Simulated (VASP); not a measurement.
```
Os
1.0
    0.00000     1.91708     1.91708
    1.91708     0.00000     1.91708
    1.91708     1.91708     0.00000
Os
1
Direct
  0.00000   0.00000   0.00000
```

Level of theory: r2SCAN meta-GGA with spin-orbit coupling, VASP's PBE PAW potentials (set 64) (plane waves; VASP). Settings: 400 eV cut-off, 15×15×15 Γ-centred mesh, Gaussian smearing of 0.050 eV, potentials Os.

### Question
Give the energies of bands 1 to 12 at the high-symmetry points, in eV from the Fermi level.

### Answer

| band | Γ | X | U | L | W |
|---|---|---|---|---|---|
| 1 | -11.25 | -7.88 | -6.76 | -8.00 | -6.04 |
| 2 | -11.25 | -7.88 | -6.76 | -8.00 | -6.04 |
| 3 | -3.38 | -7.16 | -5.67 | -3.65 | -4.42 |
| 4 | -3.38 | -7.16 | -5.67 | -3.65 | -4.42 |
| 5 | -3.38 | 2.19 | -2.23 | -2.92 | -4.37 |
| 6 | -3.38 | 2.19 | -2.23 | -2.92 | -4.37 |
| 7 | -2.68 | 2.33 | 0.31 | -0.36 | -0.77 |
| 8 | -2.68 | 2.33 | 0.31 | -0.36 | -0.77 |
| 9 | 0.12 | 2.93 | 2.24 | 2.28 | 3.26 |
| 10 | 0.12 | 2.93 | 2.24 | 2.28 | 3.26 |
| 11 | 0.12 | 3.70 | 7.64 | 2.79 | 9.84 |
| 12 | 0.12 | 3.70 | 7.64 | 2.79 | 9.84 |

It has no gap at this level: it comes out as a metal or semimetal.

The structure comes from a measured Os entry (Fm-3m) of the Crystallography Open Database, whose conditions weren't checked. It was relaxed first.
